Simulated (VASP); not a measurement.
A VASP calculation is set up with these files.

POSCAR:
```
Li
1
   -1.7450000000     1.7450000000     1.7450000000
    1.7450000000    -1.7450000000     1.7450000000
    1.7450000000     1.7450000000    -1.7450000000
Li
1
Direct
  0.0000000000   0.0000000000   0.0000000000
```

KPOINTS:
```
Automatic mesh
0
Gamma
11 11 11
0 0 0
```

INCAR:
```
SYSTEM = Li
PREC = Accurate
ENCUT = 520
EDIFF = 1E-6
NELM = 100
ALGO = Normal
LREAL = .FALSE.
LASPH = .TRUE.
ISMEAR = 1
SIGMA = 0.1
GGA = PE
LWAVE = .FALSE.
LCHARG = .FALSE.
ISIF = 2
ICHARG = 11
```

POTCAR, in this order: Li_sv (PBE.64 set). Program: vasp_std.

Task: Does this input run properly? What does VASP do?

Result: There is a fault: ICHARG = 11 asks for a fixed density, but there is no CHGCAR. VASP stops with an error: ERROR: charge density could not be read from file CHGCAR for ICHARG>10 ----> I REFUSE TO CONTINUE WITH THIS SICK JOB ... BYE!!! <----

**standard output**
```
 POSCAR found type information on POSCAR Li
 POSCAR found :  1 types and       1 ions
 Reading from existing POTCAR
 Reading from existing POTCAR
 LDA part: xc-table for (Slater+PW92), standard interpolation
 WARNING: stress and forces are not correct
 POSCAR, INCAR and KPOINTS ok, starting setup
 WAVECAR not read
 WARNING: CHGCAR is incomplete

 -----------------------------------------------------------------------------
|                                                                             |
|     EEEEEEE  RRRRRR   RRRRRR   OOOOOOO  RRRRRR      ###     ###     ###     |
|     E        R     R  R     R  O     O  R     R     ###     ###     ###     |
|     E        R     R  R     R  O     O  R     R     ###     ###     ###     |
|     EEEEE    RRRRRR   RRRRRR   O     O  RRRRRR       #       #       #      |
|     E        R   R    R   R    O     O  R   R                               |
|     E        R    R   R    R   O     O  R    R      ###     ###     ###     |
|     EEEEEEE  R     R  R     R  OOOOOOO  R     R     ###     ###     ###     |
|                                                                             |
|     ICHARG>10                                                               |
|                                                                             |
|       ---->  I REFUSE TO CONTINUE WITH THIS SICK JOB ... BYE!!! <----       |
|                                                                             |
 -----------------------------------------------------------------------------
```

To mend it, run self-consistently first and keep its CHGCAR, or remove ICHARG. The plain static run on this cell (PBE GGA, plane waves, VASP's PBE PAW potentials (set 64)) converges, and its OSZICAR ends with
```
   1 F= -.19059810E+01 E0= -.19057238E+01  d E =-.771495E-03
```

The compound is Li in the bcc structure. The cell was not relaxed at this level.
